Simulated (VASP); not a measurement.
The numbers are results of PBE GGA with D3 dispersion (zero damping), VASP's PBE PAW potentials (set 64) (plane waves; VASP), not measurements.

Input for VASP

**POSCAR**
```
Sc
1
    1.6716824001    -2.8954387654     0.0000000000
    1.6716824001     2.8954387654     0.0000000000
    0.0000000000     0.0000000000     5.1788956187
Sc
2
Direct
  0.3333330000   0.6666670000   0.2500000000
  0.6666670000   0.3333330000   0.7500000000
```

INCAR:
```
ISMEAR = 1
IVDW = 11
NELM = 100   # most electronic steps
ENCUT = 520
SYSTEM = Sc
EDIFF = 1E-7
LREAL = .FALSE.   # projection in real space or not
LASPH = .TRUE.
NSW = 30   # most ionic steps
PREC = Accurate
IBRION = 2   # conjugate gradients
ISIF = 4
LMAXMIX = 4
ALGO = Normal
SIGMA = 0.1   # width (eV)
LWAVE = .FALSE.
GGA = PE   # PBE
LCHARG = .FALSE.
EDIFFG = -0.01   # ionic stop
```

**KPOINTS**
```
Automatic mesh
0
Gamma
13 13 7
0 0 0
```

POTCAR, in this order: Sc_sv (PBE.64 set). Program: vasp_std.

Question: What will the output report for the number of irreducible k-points (NKPTS), largest plane-wave count, number of space-group operations, FFT grid (NGX, NGY, NGZ)?

Answer: 
```json
{
 "number of irreducible k-points (NKPTS)": "84",
 "largest_plane_wave_count": "1363",
 "number_of_space_group_operations": "24",
 "FFT grid (NGX, NGY, NGZ)": "28 × 28 × 40"
}
```

The compound is Sc in the hcp structure. This cell is one point of a volume scan, at 1.06 of the reference volume.
